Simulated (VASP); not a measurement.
Given:

```
CELL_PARAMETERS angstrom
      0.00000     2.17812     2.17812
      2.17812     0.00000     2.17812
      2.17812     2.17812     0.00000
ATOMIC_POSITIONS crystal
  Li 0.25000 0.25000 0.25000
  Li 0.75000 0.75000 0.75000
  O  0.00000 0.00000 0.00000
```

Calculation: LDA (Ceperley-Alder, Perdew-Zunger), VASP's LDA PAW potentials (set 64) (plane waves; VASP). Settings: 620 eV cut-off, 9×9×9 Γ-centred mesh, Gaussian smearing of 0.050 eV, potentials Li_sv O.

Task: What does the run give for the energy per atom (σ→0), pressure?

Result: 
```yaml
energy per atom (σ→0): -504.5 kJ/mol-atom
pressure: 10.05 GPa
```

The absolute energy has meaning only against runs of the same code, potentials and settings.

The compound is Li2O in the antifluorite structure. It was relaxed first under an external pressure of 10 GPa.
